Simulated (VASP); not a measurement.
Consider the following.

```
CELL_PARAMETERS angstrom
      0.00000     2.58954     2.58954
      2.58954     0.00000     2.58954
      2.58954     2.58954     0.00000
ATOMIC_POSITIONS crystal
  Mg 0.00000 0.00000 0.00000
  S  0.50000 0.50000 0.50000
```

The numbers are results of MS2 meta-GGA, VASP's PBE PAW potentials (set 64) (plane waves; VASP), not measurements. Numerical set-up: 520 eV cut-off, 10×10×10 Γ-centred mesh, tetrahedra with Blöchl corrections, potentials Mg S.

**Question.** What does the run give for the energy per atom (σ→0), band gap (over mesh and band path) with the smallest direct gap where there is one?

**Answer.** 
```yaml
band gap (over mesh and band path): 3.36 eV
smallest direct gap (over mesh and band path): 4.70 eV
energy per atom (σ→0): -8.478 eV/atom
```

Total energies compare only between runs with the same potentials, cut-off and functional.

The compound is MgS in the rock salt structure. It was relaxed first.
